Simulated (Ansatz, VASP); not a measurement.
**Cross-check of Al14NiP24O82 (glassy 60P2O5-35Al2O3-5NiO (mol %)) between VASP and Ansatz**

Aim: how closely do two programs agree when they are given the same cell, functional and k mesh? The cell is taken from a series of runs on this material, whose earlier steps may have relaxed, scaled, displaced or heated it; both programs get it as it stands.

Main program and level: Ansatz 0.2.0; plane waves, with VASP 6.6.1 beside it; single point at PBE.

### Step 1. Set-up

The cell holds 121 atoms: 24 P, 14 Al, 1 Ni and 82 O. Its edges and angles: a = 11.687 Å, b = 11.687 Å, c = 11.687 Å, α = 90.0°, β = 90.0°, γ = 90.0°. As first built, before any earlier steps moved the atoms (in the runner's words): 121 atoms (24 P, 14 Al, 1 Ni, 82 O) placed at random at 2.57 g/cm^3, melted at 4000 K for 10 ps at fixed volume with the Morse and Coulomb pair potential with partial charges (Pedone, Malavasi, Menziani, Cormack and Segre, J. Phys. Chem. B 110, 11780 (2006)). Quenched from 4000 K to 300 K at 10 K/ps and fixed volume, held 10 ps at zero pressure.

### Step 2. Ansatz: single point, PBE

Ansatz runs on its default PAW (the set named soft_2) files.

A single point gives forces, pressure and levels at one fixed geometry, so differences don't come from the geometry; what else differs is listed under the comparison.

Input file input.yaml:

```yaml
crystal:
  lattice:
    - [11.68705, 0.0, 0.0]
    - [0.0, 11.68705, 0.0]
    - [0.0, 0.0, 11.68705]
  atoms:
    - { symbol: P, position: [0.52843, 0.87679, 0.71302] }
    - { symbol: P, position: [0.25339, 0.36336, 0.20608] }
    - { symbol: P, position: [0.18684, 0.71113, 0.66252] }
    - { symbol: P, position: [0.14064, 0.85315, 0.88254] }
    - { symbol: P, position: [0.68402, 0.47409, 0.26292] }
    - { symbol: P, position: [0.1548, 0.04079, 0.2601] }
    - { symbol: P, position: [0.43378, 0.7444, 0.04874] }
    - { symbol: P, position: [0.91754, 0.98358, 0.61598] }
    - { symbol: P, position: [0.93132, 0.17857, 0.25265] }
    - { symbol: P, position: [0.44917, 0.90883, 0.34878] }
    - { symbol: P, position: [0.7439, 0.32143, 0.58697] }
    - { symbol: P, position: [0.84289, 0.66434, 0.91789] }
    - { symbol: P, position: [0.78278, 0.01872, 0.40466] }
    - { symbol: P, position: [0.66235, 0.00694, 0.917] }
    - { symbol: P, position: [0.39603, 0.08845, 0.70052] }
    - { symbol: P, position: [0.32466, 0.48766, 0.63989] }
    - { symbol: P, position: [0.16156, 0.37011, 0.45916] }
    - { symbol: P, position: [0.85366, 0.8188, 0.13481] }
    - { symbol: P, position: [0.48208, 0.42238, 0.94734] }
    - { symbol: P, position: [0.01523, 0.46093, 0.95649] }
    - { symbol: P, position: [0.00933, 0.66056, 0.27382] }
    - { symbol: P, position: [0.49774, 0.29124, 0.26418] }
    - { symbol: P, position: [0.06074, 0.22655, 0.86189] }
    - { symbol: P, position: [0.68823, 0.57629, 0.60484] }
    - { symbol: Al, position: [0.91414, 0.00545, 0.87711] }
    - { symbol: Al, position: [0.13789, 0.14212, 0.6128] }
    - { symbol: Al, position: [0.29032, 0.98896, 0.0361] }
    - { symbol: Al, position: [0.49804, 0.07394, 0.12633] }
    - { symbol: Al, position: [0.2008, 0.60667, 0.07236] }
    - { symbol: Al, position: [0.83085, 0.33453, 0.07411] }
[... 85 atom lines left out ...]
    - { symbol: O, position: [0.37825, 0.34881, 0.96218] }
    - { symbol: O, position: [0.845, 0.03438, 0.52164] }
    - { symbol: O, position: [0.48119, 0.1373, 0.61433] }
    - { symbol: O, position: [0.74591, 0.42146, 0.16554] }
    - { symbol: O, position: [0.474, 0.533, 0.87709] }
    - { symbol: O, position: [0.7923, 0.32062, 0.9378] }
magnetization:
  spin_polarized: true
kpoints:
  mp_grid: { grid: [1, 1, 1] }
hamiltonian:
  xc: pbe
scf:
  occupations: { method: gaussian, width: 0.05 }
  lower_state_search: "off"
output:
  forces: true
```

On the command line:

```
$ ansatz run input.yaml --threads 4 --pin off --max-ram 8192MiB --backend cpu --events-out ev --progress --plain --runs-dir out
```

Numbers of over 12 decimals in the logs are rounded to 6 here.

Output:

```text
Engine: ansatz 0.2.0, aarch64-unknown-linux-gnu
Pseudopotentials: kind: paw
Pseudopotential: P, paw, valence charge 5, recommended cutoff 420 eV (normal), P.paw.azcp
Pseudopotential: Al, paw, valence charge 3, recommended cutoff 420 eV (normal), Al.paw.azcp
Pseudopotential: Ni, paw, valence charge 18, recommended cutoff 420 eV (normal), Ni.paw.azcp
Pseudopotential: O, paw, valence charge 6, recommended cutoff 420 eV (normal), O.paw.azcp
Functional definition: PBE
  parameter kappa = 0.804
  parameter beta = 0.066725
  exchange = pbe_x(kappa = kappa, mu = beta*pi^2/3)
  correlation = pbe_c(beta = beta)
Crystal: 121 atoms, lattice volume = 1596.301 Å³
Basis set: ecut = 420 eV, 31343 PW (Γ), exchange–correlation on 160×160×160 points (8 copies of the dense FFT grid, shifted against one another)
Bands: 458, of which v1, the nominal top of the filled ones, is band 336 counted from 1 (335 counted from 0)
Symmetry: 1 space group operations
Space group: P1 (ITA 1), of the structure as read, at distance tolerance 1.2e-4 Å
Magnetic group: BNS 1.1 (UNI 1), of the structure as read, at distance tolerance 1.2e-4 Å
k-points: 1
Non-local potential: P, projectors of the file, l = 0: 2, l = 1: 2, l = 2: 2
Non-local potential: Al, projectors of the file, l = 0: 2, l = 1: 2, l = 2: 1
Non-local potential: Ni, projectors of the file, l = 0: 3, l = 1: 2, l = 2: 3, l = 3: 1
Non-local potential: O, projectors of the file, l = 0: 2, l = 1: 2, l = 2: 1
PAW form: soft (Blöchl's): semilocal exchange-correlation on the pseudo side does not see the compensation charge
PAW one-centre angular grid: P, 110 points (default); XC on 64 Gauss nodes
PAW one-centre angular grid: Al, 110 points (default); XC on 64 Gauss nodes
PAW one-centre angular grid: Ni, 590 points (default); XC on 64 Gauss nodes
PAW one-centre angular grid: O, 110 points (default); XC on 64 Gauss nodes
Initial density: superposition of atomic densities (chi_scale 0.1, normalization cell, long waves kept (reshape's long-wave potential 0.66 eV rms))
Starting moments: Σ|m| = 2 μB on 1 of 121 sites
Initial wavefunctions: pseudopotential atomic-orbital guess
Functional: x = pbe(κ = 0.804, μ = 0.219515), c = pbe(β = 0.066725)
SCF iter   1: F=—  HF=-78202.150178 eV  |F-HF|=—  |Δ(HF+E_count)|=         —  Δρ=9.13e-2 (↑9.13e-2 ↓6.65e-2)  dr2=3.68e2  dr2_m=7.85e0  M=-0.000 μB ∫|m|=0.100 μB  β_m=0.30  ethr=3.10e-3  ⟨swp⟩=7.0  Hψ=4457  notcnv=0  defer=100
preconditioner: auto → Resta (q_TF=auto, 2.362 Å⁻¹)  ε∞=2.8  [insulator: Δε(μ)=0.133 eV  Ē_g=17.811 eV  σ=0.050 eV  W_gap=0.94  n_scr=364 (ndim 8)  ℏωp=23.9 eV  f_vac=0.087  D(μ)=7.74/eV (n_scr^D=26)  ε∞_Penn≈2.8]
spin=Collinear: Resta preconditioning applied to the charge; magnetization (m = ρ↑ − ρ↓) channel mixes plain (no charge-response kernel on spin).
SCF iter   2: F=—  HF=-78116.022967 eV  |F-HF|=—  |Δ(HF+E_count)|=    8.61e1  Δρ=3.38e-2 (↑3.38e-2 ↓3.30e-2)  dr2=6.21e1  dr2_m=6.67e-1  M=-2.000 μB ∫|m|=2.070 μB  β_m=0.30  ethr=3.10e-3  ⟨swp⟩=4.0  Hψ=1819  notcnv=0  defer=228
SCF iter   3: F=—  HF=-78104.667197 eV  |F-HF|=—  |Δ(HF+E_count)|=    1.14e1  Δρ=4.93e-2 (↑4.93e-2 ↓2.19e-2)  dr2=7.47e1  dr2_m=7.35e0  M=0.001 μB ∫|m|=0.341 μB  β_m=0.30  ethr=3.10e-3  ⟨swp⟩=4.0  Hψ=1572  notcnv=0  defer=232
SCF iter   4: F=—  HF=-78102.629195 eV  |F-HF|=—  |Δ(HF+E_count)|=    2.04e0  Δρ=2.14e-2 (↑2.14e-2 ↓2.05e-2)  dr2=1.71e1  dr2_m=2.65e-1  M=-2.000 μB ∫|m|=2.162 μB  β_m=0.30  ethr=3.10e-3  ⟨swp⟩=3.5  Hψ=2090  notcnv=0  defer=234
SCF iter   5: F=—  HF=-78100.857640 eV  |F-HF|=—  |Δ(HF+E_count)|=    1.77e0  Δρ=1.23e-2 (↑1.23e-2 ↓1.13e-2)  dr2=6.52e0  dr2_m=1.59e-1  M=-2.000 μB ∫|m|=2.095 μB  β_m=0.30  ethr=2.54e-3  ⟨swp⟩=3.5  Hψ=1747  notcnv=0  defer=231
SCF iter   6: F=—  HF=-78100.263222 eV  |F-HF|=—  |Δ(HF+E_count)|=   5.94e-1  Δρ=5.38e-3 (↑5.38e-3 ↓5.19e-3)  dr2=1.99e0  dr2_m=7.80e-2  M=-2.000 μB ∫|m|=2.094 μB  β_m=0.30  ethr=9.70e-4  ⟨swp⟩=3.0  Hψ=1580  notcnv=0  defer=231
Mixer restart at iter 6: flushing history
spin-set hold released at iteration 6 (the charge has settled, or the pull on large starting moments outlasts its swing): the magnetisation degrees of freedom join the quasi-Newton model from the next iteration; the mixer history was flushed
SCF iter   7: F=—  HF=-78100.028051 eV  |F-HF|=—  |Δ(HF+E_count)|=   2.35e-1  Δρ=3.74e-3 (↑3.74e-3 ↓2.77e-3)  dr2=6.51e-1  dr2_m=6.05e-2  M=-2.000 μB ∫|m|=2.095 μB  β_m=0.45  ethr=2.96e-4  ⟨swp⟩=3.5  Hψ=1246  notcnv=0  defer=231
SCF iter   8: F=—  HF=-78099.957216 eV  |F-HF|=—  |Δ(HF+E_count)|=   7.08e-2  Δρ=2.69e-3 (↑2.69e-3 ↓2.54e-3)  dr2=3.66e-1  dr2_m=1.47e-2  M=-2.000 μB ∫|m|=2.098 μB  β_m=0.45  ethr=9.68e-5  ⟨swp⟩=3.0  Hψ=1784  notcnv=0  defer=231
[...]
Free energy (F): -78099.942374 eV
Harris-Foulkes:  -78099.942374 eV  (|F-HF|=4.20e-8)
Internal energy: -78099.932086 eV  (E = F + TS)
E sigma→0 (E₀):  -78099.937230 eV
Entropy (-TS):   -0.010287 eV (-0.085 meV/atom)
Fermi energy:    4.187559 eV
--- Per-component energies (eV) ---
  E_band       = -3823.816238
  E_kinetic    = 17146.946547
  E_local      = -52364.757400  (includes V_loc(G=0)·N_el)
  E_nonlocal   = 5455.828381
  E_hartree    = 19743.922573
  E_xc         = -8227.796271
  E_vxc        = -9772.001621  (∫ρ·V_xc dr)
  E_paw        = -34874.648327  (= ΣΔE_a)
  E_vpaw       = -3777.904845  (= ΣTr[D̂ρ^β])
  E_aug_tail   = 0.209489  (compensation charges beyond the density's cutoff)
  E_ewald      = -24979.637080
  E_smearing   = -0.010287  (= −TS)
  E_closure    = 0.000000  (closes the sum)
  Σ components = -78099.942374   (vs F -78099.942374, Δ=0.00e0)
--- Forces (eV/Å), atoms counted from 1 ---
  atom   1  P      3.24890110    -1.27137315     1.49530827
  atom   2  P     -3.92283073    -1.91290790    -2.47675380
  atom   3  P     -0.58774702    -0.14631246    -0.67413155
  atom   4  P      0.07152052     0.01869459     3.70017039
  atom   5  P      2.30476539    -1.72383578     1.48253640
  atom   6  P      6.01761840     0.14923509    -0.99887519
  atom   7  P     -1.07043565     2.58001660    -0.88718855
  atom   8  P      1.62858978    -2.69765716     3.41658022
  atom   9  P     -0.64317616     1.98844400    -0.24942382
  atom  10  P     -2.84415605     2.77630955    -0.69696766
  atom  11  P     -0.13143871    -2.35600849    -0.75304714
  atom  12  P     -1.69233761    -0.99248155    -0.31172177
  atom  13  P     -2.74131436    -1.24346124     0.98918201
  atom  14  P     -3.82626418     0.34173082     0.92696799
  atom  15  P     -1.43593142     2.75409093    -2.42841484
  atom  16  P      2.44277627    -4.60155764     2.01271111
  atom  17  P      0.82463508    -0.92757679     2.24544374
  atom  18  P      3.58560625     1.36235622    -0.43084542
  atom  19  P      3.24753335     1.47582581     1.29465480
  atom  20  P     -1.36890645     1.80927330     2.91764605
  atom  21  P      2.00645231     0.07355779     0.44188487
  atom  22  P      1.33064941    -2.39442070    -0.42936670
  atom  23  P      1.90290235    -2.52080084    -3.70725445
  atom  24  P      3.08014547     2.92646352     1.42963722
[...]
atom 114  O      1.63690662     0.13769290     0.01975539
  atom 115  O     -1.69913027     4.27791948     1.14217628
  atom 116  O     -2.74395504    -0.76206086    -0.09232733
  atom 117  O     -0.75765740     2.16128570    -0.13911593
  atom 118  O      0.26934862     0.60952339     0.90808375
  atom 119  O      0.61956186    -0.90415186    -2.38143418
  atom 120  O     -1.84942883    -0.70517496    -0.69114286
  atom 121  O      0.04902447    -0.32879660    -0.11035162
  max |Σ_I F_I| component: 4.38e-5 eV/Å
```

In the SCF lines HF is the Harris–Foulkes energy and dr2 the Hartree energy of the density residual, in eV; the loop may stop once dr2 is under the threshold and the program's other checks hold. Hψ counts applications of the Hamiltonian.

### Step 3. VASP: single point, PBE

The same cell, functional, mesh and smearing now go to VASP, with its own data sets.

Lines of VASP's logs that name or quote its potential files are left out, and so is its time.

Input file INCAR:

```
SYSTEM = Al14NiP24O82
PREC = Accurate
ENCUT = 520
EDIFF = 1E-06
NELM = 200
ISMEAR = 0
SIGMA = 0.05
LREAL = Auto
ALGO = Normal
GGA = PE
NBANDS = 416
ISPIN = 2
MAGMOM = -0 0 -0 0 -0 -0 -0 -0 -0 -0 -0 0 -0 -0 -0 -0 0 0 0 0 0 0 -0 -0 -0 -0 -0 -0 0 0 -0 -0 -0 0 -0 0 -0 -0 -1.48 -0 -0 -0 -0 -0 -0 -0 -0 -0 -0 -0 -0.04 -0 -0.05 -0 -0 -0 -0 -0 -0 -0 -0 -0 -0 -0 -0 -0 -0.05 0 -0 -0 -0 -0 -0 -0 -0 -0 -0 -0 -0 -0 -0 -0 -0 -0 0 0 -0 -0 -0 -0 0 -0 -0 -0 -0.01 -0 -0 0 -0 -0 -0.04 -0 -0 -0 -0 -0 -0 -0 -0 0 -0 -0.03 -0 -0 -0 -0 -0 -0 -0 -0.01 -0
LASPH = .TRUE.
LMAXMIX = 4
LORBIT = 11
LWAVE = .FALSE.
LCHARG = .FALSE.
ISIF = 2
GGA_COMPAT = .FALSE.
NCORE = 4
```

Input file POSCAR:

```
Al14NiP24O82
1.0
   11.6870500000      0.0000000000      0.0000000000
    0.0000000000     11.6870500000      0.0000000000
    0.0000000000      0.0000000000     11.6870500000
P Al Ni O
24 14 1 82
Direct
    0.5284300000      0.8767900000      0.7130200000
    0.2533900000      0.3633600000      0.2060800000
    0.1868400000      0.7111300000      0.6625200000
    0.1406400000      0.8531500000      0.8825400000
    0.6840200000      0.4740900000      0.2629200000
    0.1548000000      0.0407900000      0.2601000000
    0.4337800000      0.7444000000      0.0487400000
    0.9175400000      0.9835800000      0.6159800000
    0.9313200000      0.1785700000      0.2526500000
    0.4491700000      0.9088300000      0.3487800000
    0.7439000000      0.3214300000      0.5869700000
    0.8428900000      0.6643400000      0.9178900000
    0.7827800000      0.0187200000      0.4046600000
    0.6623500000      0.0069400000      0.9170000000
    0.3960300000      0.0884500000      0.7005200000
    0.3246600000      0.4876600000      0.6398900000
    0.1615600000      0.3701100000      0.4591600000
    0.8536600000      0.8188000000      0.1348100000
    0.4820800000      0.4223800000      0.9473400000
    0.0152300000      0.4609300000      0.9564900000
    0.0093300000      0.6605600000      0.2738200000
    0.4977400000      0.2912400000      0.2641800000
    0.0607400000      0.2265500000      0.8618900000
    0.6882300000      0.5762900000      0.6048400000
    0.9141400000      0.0054500000      0.8771100000
    0.1378900000      0.1421200000      0.6128000000
    0.2903200000      0.9889600000      0.0361000000
    0.4980400000      0.0739400000      0.1263300000
    0.2008000000      0.6066700000      0.0723600000
    0.8308500000      0.3345300000      0.0741100000
[... 85 atom lines left out ...]
    0.3782500000      0.3488100000      0.9621800000
    0.8450000000      0.0343800000      0.5216400000
    0.4811900000      0.1373000000      0.6143300000
    0.7459100000      0.4214600000      0.1655400000
    0.4740000000      0.5330000000      0.8770900000
    0.7923000000      0.3206200000      0.9378000000
```

Input file KPOINTS:

```
Automatic mesh
0
Gamma
1 1 1
0 0 0
```

Potentials, in the order of the species: P, Al, Ni and O (PBE family, release 64).

On the command line:

```
$ mpirun -np 16 vasp_gam
```

Output:

```text
[banner, memory and clock lines left out]
running   16 mpi-ranks, on    1 nodes
[...]
LDA part: xc-table for (Slater+PW92), standard interpolation
 POSCAR, INCAR and KPOINTS ok, starting setup
[...]
entering main loop
       N       E                     dE             d eps       ncg     rms          rms(c)
DAV:   1     0.658882791126E+04    0.65888E+04   -0.39701E+05  1680   0.159E+03
DAV:   2    -0.370791891608E+03   -0.69596E+04   -0.67142E+04  2016   0.395E+02
DAV:   3    -0.985838636322E+03   -0.61505E+03   -0.60869E+03  1944   0.128E+02
DAV:   4    -0.100252590937E+04   -0.16687E+02   -0.16545E+02  2000   0.231E+01
[...]
DAV:  59    -0.868968349424E+03   -0.17403E-04   -0.74880E-06  2064   0.913E-03    0.263E-02
DAV:  60    -0.868968351387E+03   -0.19635E-05   -0.12460E-06  1384   0.817E-03    0.142E-02
DAV:  61    -0.868968350773E+03    0.61351E-06   -0.79007E-06  2088   0.122E-02
   1 F= -.86896835E+03 E0= -.86896237E+03  d E =-.119538E-01  mag=    -1.9201
```

From OUTCAR (step 3):

```text
 magnetization (x)
# of ion       s       p       d       tot
------------------------------------------
    1       -0.002  -0.004   0.000  -0.006
    2        0.000   0.000   0.000   0.000
    3        0.000   0.000   0.000   0.000
    4        0.000   0.000   0.000   0.000
    5       -0.000  -0.000   0.000  -0.000
    6        0.000   0.000   0.000   0.000
    7       -0.000  -0.000   0.000  -0.000
    8        0.000  -0.000   0.000  -0.000
    9        0.000  -0.000   0.000  -0.000
   10       -0.000  -0.001   0.000  -0.001
   11       -0.000  -0.000   0.000  -0.000
   12        0.000   0.000   0.000   0.000
   13       -0.000  -0.001   0.000  -0.001
[...]
--------------------------------------------------
tot         -0.029  -0.256  -1.531  -1.817

[... 2 further parts left out ...]
[key lines of the parts left out:]
E-fermi :   2.5993
```

The cell holds one magnetic atom, so no antiferromagnetic order fits into it.

### Step 4. Differences

Known differences besides the potentials themselves: VASP starts from the moments at which Ansatz ended; the data sets hold 672 valence electrons in Ansatz (on its default PAW (the set named soft_2) files) and 664 in VASP; the cutoff is 420 eV in Ansatz and 520 eV in VASP (PREC = Accurate, projectors in real space); site moments are counted in spheres of each program's own size. Total energies have different zeros and are not compared.

Both answers:

```tsv
quantity	Ansatz	VASP	difference
total moment (μB)	-2.00	-1.92	-0.08
moment on Ni39 (μB)	-1.48	-1.56	+0.08
moment on O53 (μB)	-0.05	-0.06	0.00
moment on O67 (μB)	-0.05	-0.05	+0.01
```

Forces on 9 of the 121 atoms, those with the largest forces and the largest differences (eV/Å; atoms numbered as in POSCAR):

```tsv
atom	Ansatz x, y, z	VASP x, y, z
P2	-3.923, -1.913, -2.477	-3.790, -1.770, -2.415
P6	6.018, 0.149, -0.999	5.877, 0.164, -0.978
P8	1.629, -2.698, 3.417	1.569, -2.634, 3.331
P16	2.443, -4.602, 2.013	2.377, -4.442, 1.919
P23	1.903, -2.521, -3.707	1.880, -2.488, -3.670
P24	3.080, 2.926, 1.430	3.066, 2.848, 1.438
O56	-3.243, -0.259, 0.952	-3.036, -0.290, 0.912
O115	-1.699, 4.278, 1.142	-1.694, 4.193, 1.098
O116	-2.744, -0.762, -0.092	-2.572, -0.653, -0.132
```

The forces differ by 58 meV/Å r.m.s., which is 4.3 % of the r.m.s. force of 1.324 eV/Å (both taken over all components).

### Step 5. Results

| Property | Result |
| --- | --- |
| r.m.s. force difference (single point, PBE) | 4.3 % of the r.m.s. force |

The r.m.s. force difference is 4.3 % of the r.m.s. force (single point, PBE), beyond the 3 % picked in this series as the mark of a large difference. The data sets hold unlike numbers of valence electrons (672 in Ansatz and 664 in VASP), so part of the differences comes from the potentials. What causes the difference of the single point, PBE pair stays open here. How closely two codes agree says nothing of how well the functional describes the real material.

[Lines on the potential files, build, host, timing and source positions are cut from VASP's logs without a mark.]

[Logs are printed without paths, hosts, clocks, repeated set-up lines and the standing remarks that a program may print on its own settings, such as how far it seeks lower states.]

[Hosts, paths, dates, database ids (printed as entryN), source tags and the programs' standing remarks are cut or masked in the printed files.]
